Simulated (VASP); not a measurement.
# GaB5 (F-43m) in VASP: further runs

One crystal, GaB5, is run at these levels: PBE; tasks: single point, relaxation of cell and atoms.

All numbers are computed with VASP 6.6.1; they aren't measurements. Logs are shortened: lines on timing, memory, paths and dates and some standing lists are left out, and cuts for length are marked.

### Step 1. The undisturbed crystal

The structure is cubic, space group F-43m (No. 216). Conventional cell: a = 7.171 Å, b = 7.171 Å, c = 7.171 Å, α = 90.00°, β = 90.00°, γ = 90.00°. Ga (site symmetry -43m) is surrounded by 4 B at 2.06 Å. B (site symmetry 3m) has 3 B at 1.71 Å as nearest neighbours. B (site symmetry -43m) is surrounded by 12 B at 2.93 Å.

The cell was built by a generator and needn't be a form met in nature.

### Step 2. Single point, PBE (random cell by space group and Wyckoff sites (F-43m, No. 216))

INCAR

```
  ALGO = Normal
  EDIFF = 1E-7
  ENCUT = 520
  GGA = PE
  ISIF = 2
  ISMEAR = 0
  LASPH = True
  LCHARG = False
  LREAL = False
  LWAVE = False
  NBANDS = 23
  NELM = 60
  PREC = Accurate
  SIGMA = 0.1
```

KPOINTS

```
k-points
0
Gamma
  10 10 10
```

POSCAR

```
GaB5
1.0
    0.0000000000      3.5854800869      3.5854800869
    3.5854800869      0.0000000000      3.5854800869
    3.5854800869      3.5854800869      0.0000000000
Ga B
1 5
Direct
    0.7500000000      0.7500000000      0.7500000000
    0.5842244291      0.2473267126      0.5842244291
    0.5842244291      0.5842244291      0.5842244291
    0.2473267126      0.5842244291      0.5842244291
    0.5842244291      0.5842244291      0.2473267126
    0.2500000000      0.2500000000      0.2500000000
```

Potentials or basis: VASP PAW PBE potentials, release 64 (Ga_d, B).

Command:

```console
cat potpaw_PBE.64/Ga_d/POTCAR potpaw_PBE.64/B/POTCAR > POTCAR
mpirun -np 1 vasp_std > vasp.out
```

OUTCAR:

```text
EDIFF = 1E-7
   ENCUT = 520
   GGA = PE
   ISIF = 2
   ISMEAR = 0
   LASPH = True
   LREAL = False
   NELM = 60
   PREC = Accurate

 ion  position               nearest neighbor table
   1  0.750  0.750  0.750-   2 2.06   4 2.06   5 2.06   3 2.06
   2  0.584  0.247  0.584-   3 1.71   4 1.71   5 1.71   1 2.06
   3  0.584  0.584  0.584-   2 1.71   4 1.71   5 1.71   1 2.06
   4  0.247  0.584  0.584-   2 1.71   3 1.71   5 1.71   1 2.06
   5  0.584  0.584  0.247-   2 1.71   3 1.71   4 1.71   1 2.06
   6  0.250  0.250  0.250-

  LATTYP: Found a face centered cubic cell.
 ALAT       =     7.1709601738

  Lattice vectors:

 A1 = (   0.0000000000,   3.5854800869,   3.5854800869)
 A2 = (   3.5854800869,   0.0000000000,   3.5854800869)
 A3 = (   3.5854800869,   3.5854800869,   0.0000000000)

Analysis of symmetry for initial positions (statically):
=====================================================================
 Subroutine PRICEL returns:
 Original cell was already a primitive cell.

 Routine SETGRP: Setting up the symmetry group for a
 face centered cubic supercell.

 Subroutine GETGRP returns: Found 24 space group operations
 (whereof 24 operations were pure point group operations)
 out of a pool of 48 trial point group operations.

The static configuration has the point symmetry T_d .

Analysis of symmetry for dynamics (positions and initial velocities):
=====================================================================
 Subroutine PRICEL returns:
 Original cell was already a primitive cell.

 Routine SETGRP: Setting up the symmetry group for a
 face centered cubic supercell.

 Subroutine GETGRP returns: Found 24 space group operations
 (whereof 24 operations were pure point group operations)
 out of a pool of 48 trial point group operations.

The dynamic configuration has the point symmetry T_d .

 Subroutine INISYM returns: Found 24 space group operations
 (whereof 24 operations are pure point group operations),
 and found     1 'primitive' translations

----------------------------------------------------------------------------------------

                                     Primitive cell

  volume of cell :      92.1875

  direct lattice vectors                    reciprocal lattice vectors
     0.000000000  3.585480087  3.585480087    -0.139451339  0.139451339  0.139451339
     3.585480087  0.000000000  3.585480087     0.139451339 -0.139451339  0.139451339
     3.585480087  3.585480087  0.000000000     0.139451339  0.139451339 -0.139451339

  length of vectors
     5.070634567  5.070634567  5.070634567     0.241536805  0.241536805  0.241536805

  position of ions in fractional coordinates (direct lattice)
     0.750000000  0.750000000  0.750000000
     0.584224429  0.247326713  0.584224429
     0.584224429  0.584224429  0.584224429
     0.247326713  0.584224429  0.584224429
     0.584224429  0.584224429  0.247326713
     0.250000000  0.250000000  0.250000000

  ion indices of the primitive-cell ions
   primitive index   ion index
                 1           1
                 2           2
                 3           3
                 4           4
                 5           5
                 6           6

----------------------------------------------------------------------------------------

 KPOINTS: k-points

Automatic generation of k-mesh.
 Grid dimensions read from file:
 generate k-points for:   10   10   10

 Generating k-lattice:

  Cartesian coordinates                     Fractional coordinates (reciprocal lattice)
    -0.013945134  0.013945134  0.013945134     0.100000000  0.000000000  0.000000000
     0.013945134 -0.013945134  0.013945134     0.000000000  0.100000000  0.000000000
     0.013945134  0.013945134 -0.013945134     0.000000000  0.000000000  0.100000000

  Length of vectors
     0.024153680  0.024153680  0.024153680

  Shift w.r.t. Gamma in fractional coordinates (k-lattice)
     0.000000000  0.000000000  0.000000000

 Subroutine IBZKPT returns following result:
 ===========================================

 Found     47 irreducible k-points:

 Following reciprocal coordinates:
            Coordinates               Weight
  0.000000  0.000000  0.000000      1.000000
  0.100000  0.000000  0.000000      8.000000
  0.200000  0.000000  0.000000      8.000000
  0.300000  0.000000  0.000000      8.000000
  0.400000  0.000000  0.000000      8.000000
  0.500000  0.000000  0.000000      4.000000
[... 16 lines left out ...]
  0.300000  0.300000  0.000000      6.000000
  0.400000  0.300000  0.000000     24.000000
 [... further k-points ...]
   k-points           NKPTS =     47   k-points in BZ     NKDIM =     47   number of bands    NBANDS=     23
   number of dos      NEDOS =    301   number of ions     NIONS =      6
   total plane-waves  NPLWV =  64000
   dimension x,y,z NGX =    40 NGY =   40 NGZ =   40
   dimension x,y,z NGXF=    80 NGYF=   80 NGZF=   80
   ions per type =               1   5
   NGX,Y,Z   is equivalent  to a cutoff of  13.11, 13.11, 13.11 a.u.
   NGXF,Y,Z  is equivalent  to a cutoff of  26.23, 26.23, 26.23 a.u.
 SYSTEM =  unknown system
   PREC   = accura    normal or accurate (medium, high low for compatibility)
   ISTART =      0    job   : 0-new  1-cont  2-samecut
   ICHARG =      2    charge: 1-file 2-atom 10-const
   ISPIN  =      1    spin polarized calculation?
   LNONCOLLINEAR =      F non collinear calculations
   LSORBIT =      F    spin-orbit coupling
   LASPH  =      T    aspherical Exc in radial PAW
   ENCUT  =  520.0 eV  38.22 Ry    6.18 a.u.   9.43  9.43  9.43*2*pi/ulx,y,z
   NELM   =     60;   NELMIN=  2; NELMDL= -5     # of ELM steps
   EDIFF  = 0.1E-06   stopping-criterion for ELM
   LREAL  =      F    real-space projection
   EDIFFG = 0.1E-05   stopping-criterion for IOM
   NSW    =      0    number of steps for IOM
   IBRION =     -1    ionic relax: 0-MD 1-quasi-New 2-CG
   NFREE  =      0    steps in history (QN), initial steepest desc. (CG)
   ISIF   =      2    stress and relaxation
   ISYM   =      2    0-nonsym 1-usesym 2-fastsym
   POTIM  = 0.5000    time-step for ionic-motion
   TEBEG  =    0.0;   TEEND  =   0.0 temperature during run
   PSTRESS=    0.0 pullay stress
   NELECT =      28.0000    total number of electrons
   NUPDOWN=      -1.0000    fix difference up-down
   EMIN   =  10.00;   EMAX   =-10.00  energy-range for DOS
   EFERMI =   0.00;   METHOD = LEGACY
   ISMEAR =     0;   SIGMA  =   0.10  broadening in eV -4-tet -1-fermi 0-gaus
   EFERMI_NEDOS =   21; number of points for ismear=-14 and -15
   IALGO  =     38    algorithm
   IMIX   =      4    mixing-type and parameters
     AMIX     =   0.40;   BMIX     =  1.00
     AMIX_MAG =   1.60;   BMIX_MAG =  1.00
  volume/ion in A,a.u.               =      15.36       103.69
  Fermi-wavevector in a.u.,A,eV,Ry     =   1.100450  2.079548 16.476513  1.210990
  Thomas-Fermi vector in A             =   2.236861
   LORBIT       =      0    0 simple, 1 ext, 2 COOP (PROOUT), +10 PAW based schemes
   GGA     = PE    functional components
   LHFCALC =     F    Hartree Fock is set to
   AEXX    =    0.0000 exact exchange contribution
   IVDW    =     0    specifies the selected vdW correction
   LEPSILON=     F    determine dielectric tensor
   LRPA    =     F    only Hartree local field effects (RPA)
 non-spin polarized calculation
 Gauss-broadening in eV      SIGMA  =   0.10
  energy-cutoff  :      520.00
  volume of cell :       92.19
 maximum number of plane-waves:      2511
 NGX is ok and might be reduce to    40
   NGX = 19   NGY = 19   NGZ = 19

 number of electron      27.9999998 magnetization

 Free energy of the ion-electron system (eV)
  ---------------------------------------------------
  ext. energy  EPLUGINS =         0.00000000
  ---------------------------------------------------
  free energy    TOTEN  =       -26.10539085 eV

  energy without entropy =      -26.09851127  energy(sigma->0) =      -26.10195106

 E-fermi :   1.5142     XC(G=0):  -8.8844

 val. band max:        1.4613143769   @ k =   0.2000   0.2000   0.0000
 cond. band min:       1.5194992692   @ k =   0.5000   0.5000   0.0000
 fundamental gap:      0.0581848923
 Fermi energy:         1.5142331817

 k-point     1 :       0.0000    0.0000    0.0000
  band No.  band energies     occupation
      1     -12.1457      2.00000
      2     -12.1457      2.00000
      3     -12.1457      2.00000
      4     -12.0294      2.00000
      5     -12.0294      2.00000
      6     -11.4231      2.00000
[... 15 lines left out ...]
     22      10.0273      0.00000
     23      10.0413      0.00000

 k-point     2 :       0.1000    0.0000    0.0000
  band No.  band energies     occupation
      1     -12.1482      2.00000
      2     -12.1453      2.00000
      3     -12.1453      2.00000
      4     -12.0294      2.00000
      5     -12.0294      2.00000
      6     -11.3994      2.00000
[... 15 lines left out ...]
     22       9.7338      0.00000
     23       9.7338      0.00000

 k-point     3 :       0.2000    0.0000    0.0000
  band No.  band energies     occupation
      1     -12.1540      2.00000
      2     -12.1440      2.00000
      3     -12.1440      2.00000
      4     -12.0294      2.00000
      5     -12.0294      2.00000
      6     -11.3361      2.00000
[... 15 lines left out ...]
     22       9.1323      0.00000
     23       9.2178      0.00000
[... 495 lines left out ...]
 k-point    23 :       0.3000    0.3000    0.0000
  band No.  band energies     occupation
      1     -12.1669      2.00000
      2     -12.1395      2.00000
      3     -12.1395      2.00000
      4     -12.0327      2.00000
      5     -12.0268      2.00000
      6     -11.2018      2.00000
[... 15 lines left out ...]
     22       8.4303      0.00000
     23       8.6292      0.00000

 k-point    24 :       0.4000    0.3000    0.0000
  band No.  band energies     occupation
      1     -12.1704      2.00000
      2     -12.1383      2.00000
      3     -12.1382      2.00000
      4     -12.0333      2.00000
      5     -12.0266      2.00000
      6     -11.1487      2.00000
[... 15 lines left out ...]
     22       8.5468      0.00000
     23       8.7508      0.00000

 [... further k-points ...]

------------------------ aborting loop because EDIFF is reached ----------------------------------------

  FORCE on cell =-STRESS in cart. coord.  units (eV):
  Direction    XX          YY          ZZ          XY          YZ          ZX
  --------------------------------------------------------------------------------------
  -------------------------------------------------------------------------------------
  Total        0.0139012      0.0139012      0.0139012     -0.0000000      0.0000000     -0.0000000
  in kB        0.2415961      0.2415961      0.2415961     -0.0000000      0.0000000     -0.0000000
  external PRESSURE =       0.2415961 kB  Pullay stress =       0.0000000 kB

 VOLUME and BASIS-vectors are now :
 -----------------------------------------------------------------------------
  energy-cutoff  :      520.00
  volume of cell :       92.19
      direct lattice vectors                 reciprocal lattice vectors
     0.000000000  3.585480087  3.585480087    -0.139451339  0.139451339  0.139451339
     3.585480087  0.000000000  3.585480087     0.139451339 -0.139451339  0.139451339
     3.585480087  3.585480087  0.000000000     0.139451339  0.139451339 -0.139451339

 POSITION                                       TOTAL-FORCE (eV/Angst)
 -----------------------------------------------------------------------------------
      5.37822      5.37822      5.37822         0.000000      0.000000      0.000000
      2.98151      4.18945      2.98151        -0.010225      0.010225     -0.010225
      4.18945      4.18945      4.18945         0.010225      0.010225      0.010225
      4.18945      2.98151      2.98151         0.010225     -0.010225     -0.010225
      2.98151      2.98151      4.18945        -0.010225     -0.010225      0.010225
      1.79274      1.79274      1.79274         0.000000      0.000000      0.000000
 -----------------------------------------------------------------------------------
    total drift:                               -0.000002     -0.000002     -0.000002

  FREE ENERGIE OF THE ION-ELECTRON SYSTEM (eV)
  ---------------------------------------------------
  free  energy   TOTEN  =       -26.1053908494 eV

  energy  without entropy=      -26.0985112710  energy(sigma->0) =      -26.10195106
```

It took 53 s on 1 thread of Intel Xeon 6975P-C (Granite Rapids), shared host; peak memory 0.28 GiB.

Results:

```yaml
Free_energy: -26.1054 eV
Pressure: 0.0 GPa
Largest_force: 0.018 eV/Å
Band_gap_on_the_k_mesh: none (metal or under the smearing width)
```

Forces on the atoms (eV/Å):
```
Ga   0.000  0.000  0.000
B   -0.010  0.010 -0.010
B    0.010  0.010  0.010
B    0.010 -0.010 -0.010
B   -0.010 -0.010  0.010
B    0.000  0.000  0.000
```

### Step 3. Relaxation of cell and atoms, PBE (random cell by space group and Wyckoff sites (F-43m, No. 216))

INCAR

```
ALGO     = Normal         # electronic algorithm
EDIFF    = 1E-7           # SCF threshold, eV
EDIFFG   = -0.01          # ionic threshold
ENCUT    = 600            # plane-wave cutoff, eV
GGA      = PE             # functional
IBRION   = 2              # ionic algorithm
ISIF     = 3              # what is computed and relaxed
ISMEAR   = 0              # smearing method
LASPH    = T              # aspherical terms in the spheres
LCHARG   = F              # write CHGCAR
LREAL    = F              # projectors in reciprocal space
LWAVE    = F              # write WAVECAR
NELM     = 80             # most SCF steps
NSW      = 100            # ionic steps
PREC     = Accurate       # precision mode
SIGMA    = 0.1            # smearing width, eV
```

KPOINTS is that of step 2.

POSCAR

```
GaB5
1.0
    0.0000000000      3.5844284619      3.5844284619
    3.5844284619      0.0000000000      3.5844284619
    3.5844284619      3.5844284619      0.0000000000
Ga B
1 5
Direct
    0.7500000000      0.7500000000      0.7500000000
    0.5842531858      0.2472404425      0.5842531858
    0.5842531858      0.5842531858      0.5842531858
    0.2472404425      0.5842531858      0.5842531858
    0.5842531858      0.5842531858      0.2472404425
    0.2500000000      0.2500000000      0.2500000000
```

Potentials or basis: VASP PAW PBE potentials, release 64 (Ga_d, B).

Command:

```console
cat potpaw_PBE.64/Ga_d/POTCAR potpaw_PBE.64/B/POTCAR > POTCAR
mpirun -np 1 vasp_std > vasp.out
```

Wall time 53 s (1 thread of Intel Xeon 6975P-C (Granite Rapids), shared host); peak memory 0.28 GiB.

The run converged. Its results:

```yaml
Free_energy: -26.1079 eV
Pressure_after_relaxing: 0.1 GPa
Largest_force_after_relaxing: 0.005 eV/Å
Band_gap_on_the_k_mesh: none (metal or under the smearing width)
```

Forces in eV/Å, atoms in the order of the input:
```
Ga   0.000  0.000  0.000
B   -0.003  0.003 -0.003
B    0.003  0.003  0.003
B    0.003 -0.003 -0.003
B   -0.003 -0.003  0.003
B    0.000  0.000  0.000
```

Final structure:
```
Ga B
1.0
     0.00000    3.58443    3.58443
     3.58443    0.00000    3.58443
     3.58443    3.58443    0.00000
Ga B
1 5
Direct
  0.75000 0.75000 0.75000
  0.58425 0.24724 0.58425
  0.58425 0.58425 0.58425
  0.24724 0.58425 0.58425
  0.58425 0.58425 0.24724
  0.25000 0.25000 0.25000
```

Levels at points of the mesh, in eV from the Fermi level:
```
           k point  band 11  band 12  band 13  band 14  band 15  band 16  band 17  band 18
(0.00, 0.00, 0.00)    -4.01    -2.23    -2.23    -2.23     0.62     0.62     2.00     2.00
(0.50, 0.00, 0.00)    -2.36    -1.70    -1.70    -1.14     0.99     0.99     1.93     2.15
(0.50, 0.50, 0.00)    -3.49    -1.50     0.01     0.01     0.19     1.44     1.99     1.99
```

Caveat: the relaxation stopped at its first step, so nothing moved.

### Step 4. Single point, PBE (random cell by space group and Wyckoff sites (F-43m, No. 216))

INCAR

```
SYSTEM = GaB5
  ALGO = Normal
  EDIFF = 1E-6
  ENCUT = 520
  GGA = PE
  ISIF = 2
  ISMEAR = 0
  LASPH = .True.
  LCHARG = .False.
  LREAL = .False.
  LWAVE = .False.
  NBANDS = 23
  NELM = 80
  PREC = Accurate
  SIGMA = 0.1
```

KPOINTS

```
k-points
0
Gamma
  6 6 6
  0 0 0
```

POSCAR

```
GaB5
1.0
    0.0000000000      3.0324179100      3.0324179100
    3.0324179100      0.0000000000      3.0324179100
    3.0324179100      3.0324179100      0.0000000000
Ga B
1 5
Direct
    0.2500000000      0.2500000000      0.2500000000
    0.3971402300      0.3971402300      0.3971402300
    0.3971402300      0.3971402300      0.8085793100
    0.3971402300      0.8085793100      0.3971402300
    0.8085793100      0.3971402300      0.3971402300
    0.7500000000      0.7500000000      0.7500000000
```

Command:

```console
cat potpaw_PBE.64/Ga_d/POTCAR potpaw_PBE.64/B/POTCAR > POTCAR
mpirun -np 1 vasp_std > vasp.out
```

Wall time 9.2 s (1 thread of Intel Xeon 6975P-C (Granite Rapids), shared host); peak memory 0.17 GiB.

Results (log left out):

- Free energy: -14.4303 eV
- Pressure: 96.7 GPa
- Largest force: 16.445 eV/Å
- Band gap on the k mesh: none (metal or under the smearing width)

Forces in eV/Å, atoms in the order of the input:
```
Ga   0.000  0.000  0.000
B    9.495  9.495  9.495
B   -9.495 -9.495  9.495
B   -9.495  9.495 -9.495
B    9.495 -9.495 -9.495
B    0.000  0.000  0.000
```

Levels at points of the mesh, in eV from the Fermi level:
| k point | band 10 | band 11 | band 12 | band 13 | band 14 | band 15 | band 16 | band 17 | band 18 | band 19 |
| --- | --- | --- | --- | --- | --- | --- | --- | --- | --- | --- |
| (0.00, 0.00, 0.00) | -5.26 | -3.60 | -3.60 | -3.60 | -3.35 | -0.37 | -0.37 | 1.92 | 1.92 | 1.92 |
| (0.50, 0.00, 0.00) | -5.62 | -4.14 | -4.14 | -1.67 | -0.57 | 0.95 | 0.95 | 3.03 | 3.03 | 3.85 |
| (0.50, 0.50, 0.00) | -7.48 | -6.00 | -0.14 | -0.14 | 0.75 | 0.87 | 1.50 | 3.56 | 3.56 | 3.84 |

Caveat: a pressure of tens of GPa on the cell as given is suspect, and the run, the potentials or the cell itself is likely at fault; forces of over 1 eV/Å show positions far from the minimum, so gaps and moduli don't describe the material at rest.

### Step 5. The runs side by side

| task | cell | k mesh | cutoff (eV) | gap on the mesh (eV) | pressure (GPa) | largest force (eV/Å) |
| --- | --- | --- | --- | --- | --- | --- |
| single point | random cell by space group and Wyckoff sites (F-43m, No. 216) | 10 × 10 × 10 | 520 | none | 0.0 | 0.02 |
| relaxation of cell and atoms | relaxed from: random cell by space group and Wyckoff sites (F-43m, No. 216) | 10 × 10 × 10 | 600 | none | 0.1 | - |
| single point | random cell by space group and Wyckoff sites (F-43m, No. 216) | 6 × 6 × 6 | 520 | none | 96.7 | 16.45 |

Alike in all rows: level PBE; potentials or basis VASP PAW PBE potentials, release 64 (Ga_d, B); no spin polarisation; smearing gaussian 0.1 eV.

Caveats: the relaxation stopped at its first step, so nothing moved (some runs); a pressure of tens of GPa on the cell as given is suspect, and the run, the potentials or the cell itself is likely at fault (some runs); forces of over 1 eV/Å show positions far from the minimum, so gaps and moduli don't describe the material at rest (some runs).

Total energies depend on the potentials used, so only differences within one code and one set of settings carry meaning.
